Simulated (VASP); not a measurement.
Set up this calculation in VASP 6.6.1, as the native input.

```yaml
Task: single point
Functional: LDA
Potentials_or_basis: VASP PAW LDA potentials, release 64 (O, H, Li_sv, Cl)
Cutoff: 520 eV
k_mesh: 1 × 1 × 1
Occupations: fermi-dirac, width 0.05 eV
Spin: no spin polarisation
Dipole_correction: no
Further_INCAR_settings: LREAL = Auto; ALGO = Normal; EDIFF = 1e-07; NBANDS = 67
```

The structure of LiH20ClO10 lies in POSCAR:

```
LiH20ClO10
1.0
    7.0067960000      0.0000000000      0.0000000000
    0.0000000000      7.0067960000      0.0000000000
    0.0000000000      0.0000000000      7.0067960000
O H Li Cl
10 20 1 1
Direct
    0.4801624023     -0.0392761542     -0.0026973812
    0.7560659680      0.4740683188      0.8225157404
    0.5657650087      0.5063798061      0.1157447712
    0.7989243586      0.6898588171      0.4231177845
    0.1491409198      0.5018698989      0.4356484761
    0.3243137091      0.0966062092      0.3435949898
    0.8744082174      0.1548353912      0.6845354139
    0.5686193804      0.9370759474      0.6172007862
    0.7978967848      1.0031689234      0.2055004884
    0.3865675553      0.5131446670      0.7361995411
    0.5558460672     -0.1469002380      0.0573157831
    0.3519154832     -0.0999030085     -0.0408317867
    0.8600221842      0.5655652027      0.8328771096
    0.8115977688      0.3590799561      0.7499290689
    0.6779418153      0.4956901842      0.0036964113
    0.6261349695      0.5407892566      0.2336731368
    0.9147975765      0.6298456527      0.4666326806
    0.7179315624      0.7356572105      0.5349092510
    0.2382258596      0.5024550451      0.5427445012
    0.2257094398      0.5680342342      0.3366445948
    0.2531256797      0.2115374845      0.3803450250
    0.2346008076      0.0270451716      0.2618029696
    0.9573990737      0.0705457958      0.7614036430
    0.7723787020      0.0701604556      0.6501116916
    0.5269740977      0.9463526553      0.7528833435
    0.4712853064      1.0059804795      0.5415028495
    0.8810589034      0.9752531685      0.1013016506
    0.7895762914      0.8819152149      0.2800709483
    0.3552550981      0.5492524686      0.8712969523
    0.5257609898      0.5174833119      0.7267658428
    0.5739142398      0.1324285736      0.1726752142
    0.0463121803      0.8032344598      0.9345498285
```

The cell was built by a generator and needn't be a form met in nature.

The input as run:

INCAR

```
ALGO = Normal
EDIFF = 1E-7
ENCUT = 520
ISIF = 2
ISMEAR = -1
LASPH = True
LCHARG = False
LREAL = Auto
LWAVE = False
NBANDS = 67
NELM = 60
PREC = Accurate
SIGMA = 0.05
```

KPOINTS

```
k-points
0
Gamma
  1 1 1
```

Potentials or basis: VASP PAW LDA potentials, release 64 (O, H, Li_sv, Cl).

Run with:

```sh
$ cat potpaw_LDA.64/O/POTCAR potpaw_LDA.64/H/POTCAR potpaw_LDA.64/Li_sv/POTCAR potpaw_LDA.64/Cl/POTCAR > POTCAR
$ mpirun -np 1 vasp_gam > vasp.out
```

Results of the run:

- Largest force: 2.418 eV/Å
- Band gap on the k mesh: 4.22 eV, direct

Run time: 44 s on 1 thread of Intel(R) Xeon(R) Platinum 8259CL CPU @ 2.50GHz (Skylake/Cascade Lake), with other jobs on the host, peak memory 0.29 GiB.
